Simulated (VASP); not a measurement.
VASP runs on MoSi2 (MoSi2 type) share one base input (PBE GGA, plane waves, VASP's PBE PAW potentials (set 64)) and change the settings named in each case.

**INCAR**
```
! general
SYSTEM =MoSi2
PREC   =Accurate
ENCUT  =400
LREAL  =.FALSE.
LASPH  =.TRUE.

! electronic loop
EDIFF  =1E-6
NELM   =100
ALGO   =Normal
LMAXMIX=4

! smearing
ISMEAR =1
SIGMA  =0.1

! functional
GGA    =PE

! ions
ISIF   =2

! output
LWAVE  =.FALSE.
LCHARG =.FALSE.
```

**KPOINTS**
```
K-points
0
gamma
  12 12 12
```

POSCAR:
```
MoSi2
1
   -1.6371000000     1.6371000000     4.0035000000
    1.6371000000    -1.6371000000     4.0035000000
    1.6371000000     1.6371000000    -4.0035000000
Si Mo
2 1
Direct
  0.6650000000   0.6650000000   0.0000000000
  0.3350000000   0.3350000000   0.0000000000
  0.0000000000   0.0000000000   0.0000000000
```

POTCAR, in this order: Si Mo_sv (PBE.64 set). Program: vasp_std.

| change | pressure (GPa) | electronic steps |
|---|---|---|
| base run | -9.87 | 13 |
| EDIFF = 1E-2 | -9.35 | 9 |
| EDIFF = 1E-3 | -9.26 | 9 |
| EDIFF = 1E-4 | -10.46 | 10 |
| EDIFF = 1E-5 | -9.82 | 12 |
| EDIFF = 1E-8 | -9.88 | 16 |

Left out are runs that ran out of time, are held back, or changed the cell or the kind of run, fixed moments of cells without a moment, rows past the twelfth, gaps on odd meshes, pressures of charged cells and columns that move by less than the noise.

The compound is MoSi2 in the MoSi2 type structure. The cell was not relaxed at this level, forces remain on its atoms.
